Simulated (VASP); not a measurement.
Input of a VASP 6.6.1 run:

POSCAR

```
Ga4P3N
1.0
   -2.6077345200      2.6077345200      0.0000000000
   -2.6077345200     -5.2154690400      2.6077345200
    2.6077345200      2.6077345200      5.2154690400
Ga N P
4 1 3
Direct
    0.0000000000      0.0000000000      0.0000000000
    0.7500000000      0.5000000000      0.2500000000
    0.5000000000      0.0000000000      0.5000000000
    0.2500000000      0.5000000000      0.7500000000
    0.5625000000      0.1250000000      0.1875000000
    0.3125000000      0.6250000000      0.4375000000
    0.0625000000      0.1250000000      0.6875000000
    0.8125000000      0.6250000000      0.9375000000
```

File INCAR.step1:

```
PREC = Accurate ; ENCUT = 520
EDIFF = 1E-6 ; ISMEAR = 0
SIGMA = 0.02 ; LREAL = False
LASPH = True ; NELM = 80
ALGO = Normal ; ISIF = 2
LWAVE = False ; LCHARG = True
GGA = PS ; NBANDS = 46
KPAR = 2
```

The input KPOINTS.step1:

```
regular mesh
0
Gamma
  7 7 4
```

The input INCAR.step2:

```
PREC = Accurate ; ENCUT = 520
EDIFF = 1E-6 ; ISMEAR = 0
SIGMA = 0.05 ; LREAL = False
LASPH = True ; NELM = 80
ALGO = Normal ; ISIF = 2
LWAVE = False ; LCHARG = False
GGA = PS ; NBANDS = 46
ICHARG = 11 ; KPAR = 2
```

Contents of KPOINTS.step2:

```
path GYFLI,I1ZF1,YX1,XGN,MG
20
line-mode
reciprocal
 0.0000000000  0.0000000000  0.0000000000  G
 0.0000000000 -0.5000000000  1.0000000000  Y

 0.0000000000 -0.5000000000  1.0000000000  Y
 0.0000000000  0.2031250000  1.2812500000  F

 0.0000000000  0.2031250000  1.2812500000  F
 0.0000000000 -0.5000000000  0.5000000000  L

 0.0000000000 -0.5000000000  0.5000000000  L
 0.4687500000 -0.7343750000  0.5000000000  I

 0.5312500000 -0.2656250000 -0.5000000000  I1
 0.0000000000  0.0000000000 -0.5000000000  Z

 0.0000000000  0.0000000000 -0.5000000000  Z
 0.0000000000 -1.2031250000 -0.2812500000  F1

 0.0000000000 -0.5000000000  1.0000000000  Y
 0.3125000000 -0.6562500000  1.0000000000  X1

 0.6875000000 -0.3437500000  0.0000000000  X
 0.0000000000  0.0000000000  0.0000000000  G

 0.0000000000  0.0000000000  0.0000000000  G
 0.5000000000 -0.5000000000  0.5000000000  N

 0.5000000000 -0.5000000000  0.0000000000  M
 0.0000000000  0.0000000000  0.0000000000  G
```

Potentials or basis: VASP PAW PBE potentials, release 64 (Ga_d, N, P).

Command:

```sh
$ cat potpaw_PBE.64/Ga_d/POTCAR potpaw_PBE.64/N/POTCAR potpaw_PBE.64/P/POTCAR > POTCAR
$ cp INCAR.step1 INCAR
$ cp KPOINTS.step1 KPOINTS
$ mpirun -np 2 vasp_std > vasp.out
$ cp INCAR.step2 INCAR
$ cp KPOINTS.step2 KPOINTS
$ mpirun -np 2 vasp_std > vasp.out
```

Question: Estimate the band gap along the path.

Answer: 0.76 eV, indirect (least direct gap 0.91 eV).

Question: What does it give for the band gap on the k mesh?

Answer: 0.85 eV, indirect (least direct gap 0.91 eV).

Levels at the corners of the path, in eV from the valence-band top:
| point | band 34 | band 35 | band 36 | band 37 | band 38 | band 39 |
| --- | --- | --- | --- | --- | --- | --- |
| Γ | -0.06 | -0.02 | 0.00 | 0.91 | 2.50 | 2.57 |
| Y | -0.69 | -0.58 | -0.57 | 0.76 | 1.88 | 2.36 |
| Y | -0.69 | -0.58 | -0.57 | 0.76 | 1.88 | 2.36 |
| F | -1.01 | -0.88 | -0.87 | 1.96 | 2.37 | 3.08 |
| F | -1.01 | -0.88 | -0.87 | 1.96 | 2.37 | 3.08 |
| L | -1.86 | -0.71 | -0.63 | 2.17 | 2.67 | 2.88 |
| L | -1.86 | -0.71 | -0.63 | 2.17 | 2.67 | 2.88 |
| I | -1.96 | -1.41 | -1.35 | 1.49 | 2.22 | 2.48 |
| I1 | -1.96 | -1.41 | -1.35 | 1.49 | 2.22 | 2.48 |
| Z | -1.10 | -1.06 | -1.02 | 2.73 | 2.84 | 3.00 |
| Z | -1.10 | -1.06 | -1.02 | 2.73 | 2.84 | 3.00 |
| F1 | -1.01 | -0.88 | -0.87 | 1.96 | 2.37 | 3.08 |
| Y | -0.69 | -0.58 | -0.57 | 0.76 | 1.88 | 2.36 |
| X1 | -1.90 | -1.65 | -1.47 | 2.29 | 3.13 | 3.35 |
| X | -1.90 | -1.65 | -1.47 | 2.29 | 3.13 | 3.35 |
| Γ | -0.06 | -0.02 | 0.00 | 0.91 | 2.50 | 2.57 |
| Γ | -0.06 | -0.02 | 0.00 | 0.91 | 2.50 | 2.57 |
| N | -1.82 | -1.08 | -1.07 | 1.08 | 1.99 | 2.32 |
| M | -2.43 | -1.80 | -1.57 | 2.94 | 3.12 | 3.46 |
| Γ | -0.06 | -0.02 | 0.00 | 0.91 | 2.50 | 2.57 |

Caveat: the log is that of the step along the path at fixed density, whose energy, stress, charges and moments have no meaning; the mesh misses the band edges, which the band path finds closer together. Expect the measured gap to be larger: semilocal functionals such as PBEsol lack the derivative discontinuity.
